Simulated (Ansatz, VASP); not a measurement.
# GdSi2Rh2 in two plane-wave programs, part 2 of 2

Wanted: the spread between two codes on one cell, functional and k mesh. The cell is taken from a series of VASP runs on this material, whose earlier steps may have relaxed, scaled or displaced it; both programs get it as it stands.

VASP 6.6.1 and Ansatz 0.2.0.

So far: The structure; Ansatz: zone-centre phonons, LDA, DFT+U.

### Step 3. VASP: zone-centre phonons, LDA, DFT+U

Level of this step: LDA, DFT+U (Gd f 7 eV, Rh d 4 eV), spin-polarised from a ferromagnetic start; plane waves and PAW (Gd, Si, Rh_pv) (VASP).

The same cell, functional (in two slightly different forms), mesh and smearing now go to VASP, with its own data sets and cutoff.

Lines of VASP's logs that name or quote its potential files are left out, and so is its time.

The input, INCAR:

```
SYSTEM = GdSi2Rh2
PREC = Accurate
ENCUT = 450
EDIFF = 1E-08
NELM = 150
ISMEAR = 1
SIGMA = 0.2
LREAL = .FALSE.
ALGO = Normal
GGA = CA
NBANDS = 37
ISPIN = 2
MAGMOM = 6.936 -0.004 -0.004 0.01 0.01
LDAU = .TRUE.
LDAUTYPE = 2
LDAUL = 3 -1 2
LDAUU = 7 0 4
LDAUJ = 0 0 0
LDAUPRINT = 1
LASPH = .TRUE.
LMAXMIX = 6
AMIX = 0.2
BMIX = 1E-04
AMIX_MAG = 0.8
BMIX_MAG = 1E-04
LORBIT = 11
LWAVE = .FALSE.
LCHARG = .FALSE.
KPAR = 4
IBRION = 6
NFREE = 2
POTIM = 0.015
ISIF = 2
NSW = 1
```

The input, POSCAR:

```
GdSi2Rh2
1.0
   -1.9920775100      1.9920775100      4.9248211140
    1.9920775100     -1.9920775100      4.9248211140
    1.9920775100      1.9920775100     -4.9248211140
Gd Si Rh
1 2 2
Direct
    0.0000000000      0.0000000000      0.0000000000
    0.6239707304      0.6239707304      0.0000000000
    0.3760292696      0.3760292696      0.0000000000
    0.7500000000      0.2500000000      0.5000000000
    0.2500000000      0.7500000000      0.5000000000
```

The input, KPOINTS:

```
Automatic mesh
0
Gamma
11 11 11
0 0 0
```

Potentials, in the order of the species: Gd, Si and Rh_pv (PBE family, release 64).

On the command line:

```sh
> mpirun -np 4 vasp_std
```

Numbers of over 12 decimals in the logs are rounded to 6 here.

The program printed:

```text
[banner, memory and clock lines left out]
running    4 mpi-ranks, on    1 nodes
 distrk:  each k-point on    1 cores,    4 groups
 distr:  one band on    1 cores,    1 groups

 POSCAR found type information on POSCAR GdSiRh
 POSCAR found :  3 types and       5 ions
|                                                                             |
|               ----> ADVICE to this user running VASP <----                  |
|                                                                             |
|     You enforced a specific xc type in the INCAR file but a different       |
|     [... a line on the potential file left out ...]
|     I HOPE YOU KNOW WHAT YOU ARE DOING!                                     |
|                                                                             |

 LDA part: xc-table for (Slater(with rela. corr.)+CA(PZ))
 , standard interpolation
 POSCAR, INCAR and KPOINTS ok, starting setup
 FFT: planning ... GRIDC
 FFT: planning ... GRID_SOFT
 FFT: planning ... GRID
 WAVECAR not read
 entering main loop
       N       E                     dE             d eps       ncg     rms          rms(c)
DAV:   1     0.453984805195E+03    0.45398E+03   -0.25003E+04 29866   0.598E+03
DAV:   2     0.145972928464E+02   -0.43939E+03   -0.40655E+03 28883   0.860E+02
DAV:   3    -0.306208982350E+02   -0.45218E+02   -0.43302E+02 28937   0.163E+02
DAV:   4    -0.341248741770E+02   -0.35040E+01   -0.34801E+01 36020   0.335E+01
DAV:   5    -0.343080313344E+02   -0.18316E+00   -0.18284E+00 33245   0.866E+00    0.483E+01
DAV:   6    -0.385415719449E+02   -0.42335E+01   -0.71486E+00 26434   0.117E+02    0.417E+01
DAV:   7    -0.388319837408E+02   -0.29041E+00   -0.20096E+00 31424   0.250E+01    0.382E+01
DAV:   8    -0.388530702573E+02   -0.21087E-01   -0.37882E-01 33050   0.747E+00    0.278E+01
DAV:   9    -0.388730989419E+02   -0.20029E-01   -0.44301E-01 30946   0.550E+00    0.991E+00
DAV:  10    -0.388647516268E+02    0.83473E-02   -0.87671E-02 29310   0.231E+00    0.356E+00
DAV:  11    -0.388668907104E+02   -0.21391E-02   -0.11594E-02 32406   0.727E-01    0.252E+00
DAV:  12    -0.388669635626E+02   -0.72852E-04   -0.24648E-03 32183   0.610E-01    0.188E+00
DAV:  13    -0.388669319020E+02    0.31661E-04   -0.39139E-03 28790   0.728E-01    0.501E-01
DAV:  14    -0.388669785619E+02   -0.46660E-04   -0.51667E-04 30636   0.189E-01    0.152E-01
DAV:  15    -0.388669552056E+02    0.23356E-04   -0.18166E-04 27095   0.103E-01    0.127E-01
DAV:  16    -0.388669650764E+02   -0.98708E-05   -0.19902E-05 31291   0.290E-02    0.587E-02
DAV:  17    -0.388669699491E+02   -0.48727E-05   -0.54151E-06 31510   0.200E-02    0.361E-02
DAV:  18    -0.388669718800E+02   -0.19308E-05   -0.19001E-06 27529   0.978E-03    0.161E-02
DAV:  19    -0.388669725057E+02   -0.62569E-06   -0.74261E-07 29600   0.732E-03    0.104E-02
DAV:  20    -0.388669728651E+02   -0.35945E-06   -0.43334E-07 27115   0.482E-03    0.372E-03
DAV:  21    -0.388669728698E+02   -0.46530E-08   -0.71642E-08 25823   0.189E-03
   1 F= -.38866973E+02 E0= -.38866989E+02  d E =0.481910E-04  mag=     7.2128
[... from here on, the cycles between the ionic steps are left out ...]
   2 F= -.38866295E+02 E0= -.38866312E+02  d E =0.529696E-04  mag=     7.2127
   7 F= -.38865727E+02 E0= -.38865743E+02  d E =0.497878E-04  mag=     7.2128
   8 F= -.38864751E+02 E0= -.38864806E+02  d E =0.162154E-03  mag=     7.2185
   9 F= -.38865876E+02 E0= -.38865857E+02  d E =-.572674E-04  mag=     7.2070
  10 F= -.38865063E+02 E0= -.38865079E+02  d E =0.507112E-04  mag=     7.2127
  11 F= -.38865063E+02 E0= -.38865079E+02  d E =0.506552E-04  mag=     7.2127
  12 F= -.38865808E+02 E0= -.38865826E+02  d E =0.537173E-04  mag=     7.2126
 Finite differences progress:
  Degree of freedom:   6/  6
  Displacement:        1/  2
  Total:              11/ 12
 bond charge predicted
       N       E                     dE             d eps       ncg     rms          rms(c)
DAV:   1    -0.388033481689E+02    0.62460E-01   -0.54854E+00 36128   0.248E+01    0.637E-01
DAV:   2    -0.388658307236E+02   -0.62483E-01   -0.63250E-01 44687   0.683E+00    0.308E-01
DAV:   3    -0.388664034400E+02   -0.57272E-03   -0.12703E-02 47455   0.596E-01    0.246E-01
DAV:   4    -0.388660002992E+02    0.40314E-03   -0.16983E-03 53618   0.293E-01    0.150E-01
DAV:   5    -0.388658323537E+02    0.16795E-03   -0.31314E-04 43403   0.168E-01    0.731E-02
DAV:   6    -0.388658077844E+02    0.24569E-04   -0.12470E-04 51281   0.111E-01    0.439E-02
DAV:   7    -0.388658082452E+02   -0.46078E-06   -0.17713E-05 48828   0.358E-02    0.402E-02
DAV:   8    -0.388658080487E+02    0.19650E-06   -0.21562E-06 55686   0.168E-02    0.282E-02
DAV:   9    -0.388658079845E+02    0.64147E-07   -0.76277E-07 51340   0.134E-02    0.145E-02
DAV:  10    -0.388658080602E+02   -0.75657E-07   -0.46423E-07 56912   0.982E-03    0.251E-03
DAV:  11    -0.388658080649E+02   -0.47221E-08   -0.17937E-07 59072   0.319E-03    0.422E-03
DAV:  12    -0.388658080656E+02   -0.72032E-09   -0.41283E-09 22503   0.378E-04
  13 F= -.38865808E+02 E0= -.38865826E+02  d E =0.537043E-04  mag=     7.2126
 Finite differences progress:
  Degree of freedom:   6/  6
  Displacement:        2/  2
  Total:              12/ 12
```

Parts of OUTCAR (step 3):

```text
ion  position               nearest neighbor table
   1  0.000  0.000  0.000-   2 3.07   2 3.07   2 3.07   3 3.07   2 3.07   3 3.07   3 3.07   3 3.07
                             5 3.17   4 3.17   5 3.17   4 3.17   4 3.17   4 3.17   5 3.17   5 3.17
   2  0.624  0.624  0.000-   5 2.35   4 2.35   4 2.35   5 2.35   3 2.44   1 3.07   1 3.07   1 3.07
                             1 3.07
   3  0.376  0.376  0.000-   4 2.35   5 2.35   5 2.35   4 2.35   2 2.44   1 3.07   1 3.07   1 3.07
                             1 3.07
   4  0.750  0.250  0.500-   3 2.35   2 2.35   3 2.35   2 2.35   5 2.82   5 2.82   5 2.82   5 2.82
                             1 3.17   1 3.17   1 3.17   1 3.17
   5  0.250  0.750  0.500-   3 2.35   2 2.35   3 2.35   2 2.35   4 2.82   4 2.82   4 2.82   4 2.82
                             1 3.17   1 3.17   1 3.17   1 3.17

  LATTYP: Found a body centered tetragonal cell.
 ALAT       =     3.9841550200
 C/A-ratio  =     2.4722035610

 Subroutine GETGRP returns: Found 16 space group operations
 (whereof 16 operations were pure point group operations)

The static configuration has the point symmetry D_4h.

 Found    126 irreducible k-points:

   k-points           NKPTS =    126   k-points in BZ     NKDIM =    126   number of bands    NBANDS=     37

   dimension x,y,z NGX =    40 NGY =   40 NGZ =   40
   dimension x,y,z NGXF=    80 NGYF=   80 NGZF=   80

   ENCUT  =  450.0 eV  33.07 Ry    5.75 a.u.   9.81  9.81  9.81*2*pi/ulx,y,z

   NELECT =      56.0000    total number of electrons

 k-points in reciprocal lattice and weights: Automatic mesh
   0.00000000  0.00000000  0.00000000       0.001
   0.09090909  0.00000000 -0.00000000       0.006
   0.18181818  0.00000000 -0.00000000       0.006
   0.27272727  0.00000000  0.00000000       0.006
   0.36363636  0.00000000 -0.00000000       0.006
   0.45454545  0.00000000 -0.00000000       0.006
   0.09090909  0.09090909  0.00000000       0.006
   0.18181818  0.09090909 -0.00000000       0.012
   0.27272727  0.09090909  0.00000000       0.012
[...]
-----------------------------------------------------------------------------------
    total drift:                                0.000000      0.000000     -0.000060

  FREE ENERGIE OF THE ION-ELECTRON SYSTEM (eV)
  ---------------------------------------------------
  free  energy   TOTEN  =       -38.8658080656 eV

  energy  without entropy=      -38.8658617699  energy(sigma->0) =      -38.86582597

 Eigenvectors and eigenvalues of the dynamical matrix
 ----------------------------------------------------

   1 f  =   13.309252 THz    83.624498 2PiTHz  443.948866 cm-1    55.042619 meV
             X         Y         Z           dx          dy          dz
      0.000000  0.000000  0.000000    -0.000000    0.000000   -0.000000
      0.000000  0.000000  6.145888     0.000000   -0.000000   -0.707107
      0.000000  0.000000  3.703754     0.000000    0.000000    0.707107
     -0.000000  1.992078  2.462411    -0.000000    0.000000   -0.000000
      1.992078 -0.000000  2.462411     0.000000    0.000000    0.000000

   2 f  =   10.835443 THz    68.081095 2PiTHz  361.431466 cm-1    44.811770 meV
             X         Y         Z           dx          dy          dz
      0.000000  0.000000  0.000000    -0.000000    0.000000    0.000000
      0.000000  0.000000  6.145888     0.617161    0.066434   -0.000000
      0.000000  0.000000  3.703754    -0.617161   -0.066434    0.000000
     -0.000000  1.992078  2.462411    -0.336726    0.036247   -0.000000
      1.992078 -0.000000  2.462411     0.336726   -0.036247   -0.000000

   3 f  =   10.835443 THz    68.081095 2PiTHz  361.431466 cm-1    44.811770 meV
             X         Y         Z           dx          dy          dz
      0.000000  0.000000  0.000000     0.000000    0.000000   -0.000000
      0.000000  0.000000  6.145888    -0.066434    0.617161   -0.000000
      0.000000  0.000000  3.703754     0.066434   -0.617161    0.000000
     -0.000000  1.992078  2.462411     0.036247    0.336726   -0.000000
      1.992078 -0.000000  2.462411    -0.036247   -0.336726   -0.000000

   4 f  =   10.500005 THz    65.973475 2PiTHz  350.242457 cm-1    43.424511 meV
             X         Y         Z           dx          dy          dz
      0.000000  0.000000  0.000000    -0.023329   -0.115692   -0.000000
      0.000000  0.000000  6.145888     0.128403    0.636758    0.000000
      0.000000  0.000000  3.703754     0.128403    0.636758    0.000000
     -0.000000  1.992078  2.462411    -0.052704   -0.261362   -0.000000
      1.992078 -0.000000  2.462411    -0.052704   -0.261362   -0.000000

   5 f  =   10.500005 THz    65.973475 2PiTHz  350.242457 cm-1    43.424511 meV
             X         Y         Z           dx          dy          dz
      0.000000  0.000000  0.000000    -0.115692    0.023329   -0.000000
      0.000000  0.000000  6.145888     0.636758   -0.128403   -0.000000
      0.000000  0.000000  3.703754     0.636758   -0.128403    0.000000
     -0.000000  1.992078  2.462411    -0.261362    0.052704    0.000000
      1.992078 -0.000000  2.462411    -0.261362    0.052704    0.000000

   6 f  =    9.871968 THz    62.027406 2PiTHz  329.293417 cm-1    40.827162 meV
             X         Y         Z           dx          dy          dz
      0.000000  0.000000  0.000000    -0.000000    0.000000   -0.055939
      0.000000  0.000000  6.145888     0.000000   -0.000000    0.639293
      0.000000  0.000000  3.703754     0.000000   -0.000000    0.639293
     -0.000000  1.992078  2.462411    -0.000000    0.000000   -0.299566
      1.992078 -0.000000  2.462411     0.000000   -0.000000   -0.299566

   7 f  =    6.573962 THz    41.305419 2PiTHz  219.283754 cm-1    27.187708 meV
             X         Y         Z           dx          dy          dz
      0.000000  0.000000  0.000000     0.000000   -0.000000    0.000000
      0.000000  0.000000  6.145888    -0.310129    0.136083   -0.000000
      0.000000  0.000000  3.703754     0.310129   -0.136083    0.000000
     -0.000000  1.992078  2.462411    -0.568413   -0.249416   -0.000000
      1.992078 -0.000000  2.462411     0.568413    0.249416   -0.000000

   8 f  =    6.573962 THz    41.305419 2PiTHz  219.283754 cm-1    27.187708 meV
             X         Y         Z           dx          dy          dz
      0.000000  0.000000  0.000000     0.000000    0.000000    0.000000
      0.000000  0.000000  6.145888    -0.136083   -0.310129    0.000000
      0.000000  0.000000  3.703754     0.136083    0.310129   -0.000000
     -0.000000  1.992078  2.462411    -0.249416    0.568413   -0.000000
      1.992078 -0.000000  2.462411     0.249416   -0.568413    0.000000

   9 f  =    5.079239 THz    31.913799 2PiTHz  169.425172 cm-1    21.006035 meV
             X         Y         Z           dx          dy          dz
      0.000000  0.000000  0.000000    -0.000000    0.000000    0.000000
      0.000000  0.000000  6.145888     0.000000    0.000000   -0.000000
      0.000000  0.000000  3.703754     0.000000   -0.000000   -0.000000
     -0.000000  1.992078  2.462411     0.000000   -0.000000   -0.707107
      1.992078 -0.000000  2.462411     0.000000    0.000000    0.707107

  10 f  =    4.244068 THz    26.666267 2PiTHz  141.566875 cm-1    17.552048 meV
             X         Y         Z           dx          dy          dz
      0.000000  0.000000  0.000000    -0.000000   -0.000000    0.788916
      0.000000  0.000000  6.145888     0.000000    0.000000   -0.155594
      0.000000  0.000000  3.703754     0.000000    0.000000   -0.155594
     -0.000000  1.992078  2.462411     0.000000    0.000000   -0.405705
      1.992078 -0.000000  2.462411     0.000000    0.000000   -0.405705

  11 f  =    3.612674 THz    22.699097 2PiTHz  120.505819 cm-1    14.940811 meV
             X         Y         Z           dx          dy          dz
      0.000000  0.000000  0.000000     0.657338    0.423836    0.000000
      0.000000  0.000000  6.145888    -0.087932   -0.056696   -0.000000
      0.000000  0.000000  3.703754    -0.087932   -0.056696   -0.000000
     -0.000000  1.992078  2.462411    -0.359714   -0.231935   -0.000000
      1.992078 -0.000000  2.462411    -0.359714   -0.231935   -0.000000

  12 f  =    3.612674 THz    22.699097 2PiTHz  120.505819 cm-1    14.940811 meV
             X         Y         Z           dx          dy          dz
      0.000000  0.000000  0.000000    -0.423836    0.657338   -0.000000
      0.000000  0.000000  6.145888     0.056696   -0.087932    0.000000
      0.000000  0.000000  3.703754     0.056696   -0.087932   -0.000000
     -0.000000  1.992078  2.462411     0.231935   -0.359714    0.000000
      1.992078 -0.000000  2.462411     0.231935   -0.359714   -0.000000

  13 f/i=    0.003070 THz     0.019292 2PiTHz    0.102418 cm-1     0.012698 meV
             X         Y         Z           dx          dy          dz
      0.000000  0.000000  0.000000    -0.000000   -0.000000   -0.611950
      0.000000  0.000000  6.145888    -0.000000   -0.000000   -0.259027
      0.000000  0.000000  3.703754    -0.000000   -0.000000   -0.259027
     -0.000000  1.992078  2.462411    -0.000000   -0.000000   -0.495645
      1.992078 -0.000000  2.462411    -0.000000   -0.000000   -0.495645

  14 f/i=    0.003555 THz     0.022336 2PiTHz    0.118578 cm-1     0.014702 meV
             X         Y         Z           dx          dy          dz
      0.000000  0.000000  0.000000    -0.564615    0.235691   -0.000000
      0.000000  0.000000  6.145888    -0.239056    0.099790   -0.000000
      0.000000  0.000000  3.703754    -0.239056    0.099790   -0.000000
     -0.000000  1.992078  2.462411    -0.457449    0.190956   -0.000000
      1.992078 -0.000000  2.462411    -0.457449    0.190956   -0.000000

  15 f/i=    0.003555 THz     0.022336 2PiTHz    0.118578 cm-1     0.014702 meV
             X         Y         Z           dx          dy          dz
      0.000000  0.000000  0.000000     0.235691    0.564615   -0.000000
      0.000000  0.000000  6.145888     0.099790    0.239056   -0.000000
      0.000000  0.000000  3.703754     0.099790    0.239056   -0.000000
     -0.000000  1.992078  2.462411     0.190956    0.457449   -0.000000
      1.992078 -0.000000  2.462411     0.190956    0.457449   -0.000000

 ELASTIC MODULI CONTR FROM IONIC RELAXATION (kBar)
 Direction    XX          YY          ZZ          XY          YZ          ZX
 --------------------------------------------------------------------------------
 XX        -213.3389    -35.3659   -130.4048      0.0000     -0.0000      0.0000
 YY         -35.3659   -213.3389   -130.4048      0.0000     -0.0000      0.0000
 ZZ        -130.4048   -130.4048   -136.7519      0.0000     -0.0000      0.0000
 XY           0.0000      0.0000      0.0000      0.0000      0.0000      0.0000
 YZ          -0.0000     -0.0000     -0.0000      0.0000   -179.4258     -0.0000
 ZX           0.0000      0.0000      0.0000      0.0000     -0.0000   -179.4258
 --------------------------------------------------------------------------------

 total charge
# of ion       s       p       d       f       tot
--------------------------------------------------
    1        2.028   5.597   0.591   6.952  15.169
    2        0.758   0.911   0.000   0.000   1.669
    3        0.758   0.911   0.000   0.000   1.669
    4        0.390   6.356   7.491   0.000  14.237
    5        0.390   6.356   7.491   0.000  14.237
--------------------------------------------------
tot          4.323  20.131  15.574   6.952  46.980

 magnetization (x)
# of ion       s       p       d       f       tot
--------------------------------------------------
    1       -0.002  -0.061   0.092   6.906   6.934
    2       -0.004  -0.001   0.000   0.000  -0.005
    3       -0.004  -0.001   0.000   0.000  -0.005
    4       -0.002  -0.000   0.004   0.000   0.002
    5       -0.002  -0.000   0.004   0.000   0.002
--------------------------------------------------
tot         -0.015  -0.063   0.100   6.906   6.927
```

CONTCAR:

```
GdSi2Rh2
   1.00000000000000
    -1.9920775100000001    1.9920775100000001    4.9248211140000002
     1.9920775100000001   -1.9920775100000001    4.9248211140000002
     1.9920775100000001    1.9920775100000001   -4.9248211140000002
  Gd              Si              Rh
     1     2     2
Direct
     0.0000000000000000    0.0000000000000000    0.0000000000000000
     0.6239707304000035    0.6239707304000035    0.0000000000000000
     0.3760292695999965    0.3760292695999965    0.0000000000000000
     0.7484771020456603    0.2484771020456602    0.5000000000000001
     0.2500000000000000    0.7500000000000000    0.5000000000000000
```

A U on the itinerant d states of such a compound is hard to justify; it moves the bands at the Fermi level. The PAW data sets were made with PBE, a small mismatch for LDA.

### Step 4. Differences

Known differences besides the potentials themselves: U acts on the PAW sphere in VASP and on atomic orbitals in Ansatz, so only states and trends compare; the two LDA forms differ slightly; the data sets hold 60 valence electrons in Ansatz (default PAW (the set named soft_2) files) and 56 in VASP; the cutoff is 420 eV in Ansatz and 450 eV in VASP; Ansatz makes its cores anew for this functional, VASP keeps those of its PBE data sets; VASP's log shows a relativistic correction to its local exchange, Ansatz's none; VASP uses finite displacements, Ansatz perturbation theory. Total energies have different zeros and are not compared.

The two programs side by side:

```csv
quantity,Ansatz,VASP,difference
optical mode 1 to 2 (cm⁻¹),121.9,120.5,+1.18 %
optical mode 3 (cm⁻¹),146.9,141.6,+3.75 %
optical mode 4 (cm⁻¹),169.1,169.4,-0.18 %
optical mode 5 to 6 (cm⁻¹),223.9,219.3,+2.12 %
optical mode 7 (cm⁻¹),330.9,329.3,+0.48 %
optical mode 8 to 9 (cm⁻¹),351.8,350.2,+0.44 %
optical mode 10 to 11 (cm⁻¹),364.9,361.4,+0.96 %
optical mode 12 (cm⁻¹),439.1,443.9,-1.09 %
```

Modes are paired by rising frequency and degeneracy, not by their patterns, so a pair may still set unlike modes beside each other.

### Step 5. What came out

* r.m.s. difference of the optical zone-centre modes, each program's sorted by frequency (zone-centre phonons, LDA, DFT+U): 3.3 cm⁻¹
* difference in optical mode 3 (zone-centre phonons, LDA, DFT+U): +3.8 %

In words: The r.m.s. difference of the optical zone-centre modes, each program's sorted by frequency is 3.3 cm⁻¹ (zone-centre phonons, LDA, DFT+U). Among the rows given in per cent, the largest difference of the zone-centre phonons, LDA, DFT+U pair is in optical mode 3, +3.8 %. How closely two codes agree says nothing of how well the functional describes the real material.

[Lines on the potential files, build, host, timing and source positions are cut from VASP's logs without a mark.]

[Logs are printed without paths, hosts, clocks, repeated set-up lines and the standing remarks that a program may print on its own settings, such as how far it seeks lower states.]

[Hosts, paths, dates, database ids (printed as entryN), source tags and the programs' standing remarks are cut or masked in the printed files.]
